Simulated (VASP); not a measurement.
Computed with rev-vdW-DF2, VASP's PBE PAW potentials (set 64) (plane waves; VASP).

Input for VASP

**INCAR**
```
# general
SYSTEM   = Ru
PREC     = Accurate
ENCUT    = 520
LREAL    = F   # projection in real space or not
LASPH    = T   # aspherical one-centre terms

# electronic loop
EDIFF    = 1E-6   # SCF stop (eV)
NELM     = 100
ALGO     = Normal
LMAXMIX  = 4

# smearing
ISMEAR   = 1
SIGMA    = 0.1   # width (eV)

# functional
GGA      = MK
LUSE_VDW = T
AGGAC    = 0.0
PARAM1   = 0.1234568
PARAM2   = 0.7114
ZAB_VDW  = -1.8867

# ions
IBRION   = 2
NSW      = 60   # most ionic steps
ISIF     = 3
EDIFFG   = -0.01   # ionic stop

# output
LWAVE    = F
LCHARG   = F
```

KPOINTS:
```
Automatic mesh
0
Gamma
14 14 8
0 0 0
```

POSCAR:
```
Ru
1
    1.3550000000    -2.3469290000     0.0000000000
    1.3550000000     2.3469290000     0.0000000000
    0.0000000000     0.0000000000     4.2800000000
Ru
2
Direct
  0.3333330000   0.6666670000   0.2500000000
  0.6666670000   0.3333330000   0.7500000000
```

POTCAR, in this order: Ru_pv (PBE.64 set). Program: vasp_std.

The run wrote:

OUTCAR:
```
 ion  position               nearest neighbor table
   1  0.333  0.667  0.250-   2 2.65   2 2.65   2 2.65   2 2.65   2 2.65   2 2.65
   2  0.667  0.333  0.750-   1 2.65   1 2.65   1 2.65   1 2.65   1 2.65   1 2.65
  LATTYP: Found a hexagonal cell.
 ALAT       =     2.7100001349
 C/A-ratio  =     1.5793357148
 Subroutine PRICEL returns:
 Original cell was already a primitive cell.
 Subroutine GETGRP returns: Found 24 space group operations
The static configuration has the point symmetry D_3d.
 The point group associated with its full space group is D_6h.
The dynamic configuration has the point symmetry D_3d.
 Subroutine INISYM returns: Found 24 space group operations
 Subroutine IBZKPT returns following result:
 Found    120 irreducible k-points:

 Following reciprocal coordinates:
            Coordinates               Weight
  0.000000  0.000000  0.000000      1.000000
  0.071429  0.000000  0.000000      6.000000
  0.142857  0.000000  0.000000      6.000000
  0.214286  0.000000  0.000000      6.000000
  0.285714  0.000000  0.000000      6.000000
  0.357143  0.000000  0.000000      6.000000
  0.428571  0.000000  0.000000      6.000000
...
```

### OSZICAR
```
       N       E                     dE             d eps       ncg     rms          rms(c)
DAV:   1     0.290919832592E+03    0.29092E+03   -0.18131E+04  4328   0.173E+03
DAV:   2    -0.787711081906E+01   -0.29880E+03   -0.29318E+03  4608   0.494E+02
DAV:   3    -0.145714587978E+02   -0.66943E+01   -0.65055E+01  4516   0.790E+01
DAV:   4    -0.146406750508E+02   -0.69216E-01   -0.68962E-01  5302   0.703E+00
DAV:   5    -0.146416400908E+02   -0.96504E-03   -0.96500E-03  4690   0.767E-01    0.180E+01
DAV:   6    -0.133568548243E+02    0.12848E+01   -0.34649E+00  4360   0.194E+01    0.463E+00
DAV:   7    -0.132703530400E+02    0.86502E-01   -0.25601E-01  4434   0.474E+00    0.109E+00
DAV:   8    -0.132610558264E+02    0.92972E-02   -0.73466E-03  4410   0.105E+00    0.181E-01
DAV:   9    -0.132610002211E+02    0.55605E-04   -0.49564E-04  5442   0.243E-01    0.375E-02
DAV:  10    -0.132610183059E+02   -0.18085E-04   -0.14304E-05  4778   0.405E-02    0.807E-03
DAV:  11    -0.132610192637E+02   -0.95785E-06   -0.42463E-07  2526   0.547E-03
   1 F= -.13261019E+02 E0= -.13260623E+02  d E =-.132610E+02
       N       E                     dE             d eps       ncg     rms          rms(c)
DAV:   1    -0.133091934331E+02   -0.48175E-01   -0.11280E+00  4340   0.128E+01    0.194E+00
DAV:   2    -0.132606484049E+02    0.48545E-01   -0.14177E-01  4346   0.407E+00    0.322E-01
DAV:   3    -0.132591309830E+02    0.15174E-02   -0.80367E-03  4426   0.854E-01    0.197E-01
DAV:   4    -0.132594654123E+02   -0.33443E-03   -0.70121E-04  5246   0.215E-01    0.365E-02
DAV:   5    -0.132594902804E+02   -0.24868E-04   -0.58511E-05  4720   0.733E-02    0.128E-02
DAV:   6    -0.132594887851E+02    0.14953E-05   -0.62421E-06  4550   0.234E-02    0.594E-03
DAV:   7    -0.132594880400E+02    0.74509E-06   -0.24697E-07  2212   0.493E-03
   2 F= -.13259488E+02 E0= -.13259134E+02  d E =0.153122E-02
       N       E                     dE             d eps       ncg     rms          rms(c)
DAV:   1    -0.132873209073E+02   -0.27832E-01   -0.59553E-01  4340   0.933E+00    0.133E+00
DAV:   2    -0.132619463832E+02    0.25375E-01   -0.74163E-02  4342   0.293E+00    0.243E-01
DAV:   3    -0.132611169223E+02    0.82946E-03   -0.44560E-03  4426   0.637E-01    0.127E-01
DAV:   4    -0.132612679779E+02   -0.15106E-03   -0.37599E-04  5218   0.164E-01    0.240E-02
DAV:   5    -0.132612763164E+02   -0.83386E-05   -0.33453E-05  4672   0.580E-02    0.133E-02
DAV:   6    -0.132612762283E+02    0.88134E-07   -0.51943E-06  4488   0.225E-02
   3 F= -.13261276E+02 E0= -.13260889E+02  d E =-.256965E-03
       N       E                     dE             d eps       ncg     rms          rms(c)
DAV:   1    -0.132612812954E+02   -0.49790E-05   -0.11217E-04  4346   0.127E-01    0.189E-02
DAV:   2    -0.132612765577E+02    0.47377E-05   -0.14544E-05  4350   0.411E-02    0.330E-03
DAV:   3    -0.132612762854E+02    0.27231E-06   -0.80409E-07  2170   0.871E-03
   4 F= -.13261276E+02 E0= -.13260889E+02  d E =-.257022E-03
       N       E                     dE             d eps       ncg     rms          rms(c)
DAV:   1    -0.132617773493E+02   -0.50079E-03   -0.16580E-02  4364   0.121E+00    0.147E-01
DAV:   2    -0.132613527706E+02    0.42458E-03   -0.80724E-04  4358   0.292E-01    0.508E-02
DAV:   3    -0.132612875097E+02    0.65261E-04   -0.17812E-04  4804   0.103E-01    0.151E-02
DAV:   4    -0.132612864203E+02    0.10895E-05   -0.12378E-05  5874   0.303E-02    0.629E-03
DAV:   5    -0.132612864946E+02   -0.74283E-07   -0.10518E-06  2470   0.933E-03
   5 F= -.13261286E+02 E0= -.13260906E+02  d E =-.102092E-04
       N       E                     dE             d eps       ncg     rms          rms(c)
DAV:   1    -0.132613649581E+02   -0.78538E-04   -0.23810E-03  4368   0.458E-01    0.559E-02
DAV:   2    -0.132613032283E+02    0.61730E-04   -0.11632E-04  4350   0.110E-01    0.194E-02
DAV:   3    -0.132612939669E+02    0.92614E-05   -0.25640E-05  4704   0.393E-02    0.578E-03
DAV:   4    -0.132612941425E+02   -0.17557E-06   -0.16132E-06  2988   0.115E-02
   6 F= -.13261294E+02 E0= -.13260911E+02  d E =-.178571E-04
```

OUTCAR:
```
------------------------ aborting loop because EDIFF is reached ----------------------------------------
  FORCE on cell =-STRESS in cart. coord.  units (eV):
  Direction    XX          YY          ZZ          XY          YZ          ZX
  --------------------------------------------------------------------------------------
  Total       -0.0129861     -0.0129861     -0.0098836      0.0000000     -0.0000000      0.0000000
  in kB       -0.7661600     -0.7661601     -0.5831155      0.0000000     -0.0000000      0.0000000
  external PRESSURE =      -0.7051452 kB  Pullay stress =       0.0000000 kB
  volume of cell :       27.16
      direct lattice vectors                 reciprocal lattice vectors
     1.354715130 -2.346435590  0.000000000     0.369081284 -0.213089165  0.000000000
     1.354715130  2.346435590 -0.000000000     0.369081284  0.213089165  0.000000000
    -0.000000000 -0.000000000  4.271525941     0.000000000  0.000000000  0.234108376
 POSITION                                       TOTAL-FORCE (eV/Angst)
 -----------------------------------------------------------------------------------
      1.35472      0.78215      1.06788         0.000000      0.000000      0.000000
      1.35472     -0.78215      3.20364        -0.000000     -0.000000      0.000000
 -----------------------------------------------------------------------------------
    total drift:                               -0.000000      0.000509     -0.000045
  FREE ENERGIE OF THE ION-ELECTRON SYSTEM (eV)
  ---------------------------------------------------
  free  energy   TOTEN  =       -13.2612941425 eV

  energy  without entropy=      -13.2601438278  energy(sigma->0) =      -13.26091070

 reached required accuracy - stopping structural energy minimisation
```
(Selected blocks of OUTCAR.)

### CONTCAR
```
Ru
   1.00000000000000
     1.3547151295781243   -2.3464355898573022    0.0000000000000000
     1.3547151295781243    2.3464355898573022   -0.0000000000000000
    -0.0000000000000000   -0.0000000000000000    4.2715259408618644
  Ru
     2
Direct
     0.3333330000000032    0.6666669999999968    0.2500000000000000
     0.6666669999999968    0.3333330000000032    0.7500000000000000
```

OUTCAR:
```
 val. band max:       12.7180330183   @ k =   0.2857   0.1429   0.1250

 cond. band min:      12.7481184379   @ k =   0.2857   0.1429   0.0000


 Fermi energy:        12.7214914797

 k-point     1 :       0.0000    0.0000    0.0000
  band No.  band energies     occupation
      1     -30.8894      2.00000
      2     -29.9466      2.00000
      3     -29.9466      2.00000
      4     -29.7726      2.00000
      5     -29.7726      2.00000
      6     -29.7352      2.00000
      7       4.7597      2.00000
      8       6.5422      2.00000
      9      10.1381      2.00000
     10      10.1381      2.00000
     11      10.3460      2.00000
     12      10.8265      2.00000
     13      10.8265      2.00000
     14      11.3120      2.00000
     15      11.3120      2.00000
     16      13.9162     -0.00000
     17      13.9162     -0.00000
     18      14.1303     -0.00000

 k-point     2 :       0.0714    0.0000    0.0000
  band No.  band energies     occupation
      1     -30.8720      2.00000
      2     -29.9832      2.00000
      3     -29.9591      2.00000
      4     -29.8109      2.00000
      5     -29.7776      2.00000
      6     -29.7435      2.00000
      7       4.9487      2.00000
      8       6.6858      2.00000
      9       9.8058      2.00000
     10      10.2909      2.00000
     11      10.6301      2.00000
     12      10.7520      2.00000
     13      10.9670      2.00000
     14      11.1242      2.00000
     15      11.1965      2.00000
     16      12.6357      2.00694
     17      13.9888     -0.00000
     18      15.6714      0.00000

 k-point     3 :       0.1429    0.0000    0.0000
  band No.  band energies     occupation
      1     -30.8215      2.00000
      2     -30.0858      2.00000
      3     -29.9932      2.00000
      4     -29.9166      2.00000
      5     -29.7921      2.00000
      6     -29.7683      2.00000
      7       5.4803      2.00000
      8       7.0500      2.00000
      9       9.3619      2.00000
...
```

The compound is Ru in the hcp structure. This run relaxes it. Symmetry was kept, so distortions that lower it aren't found.
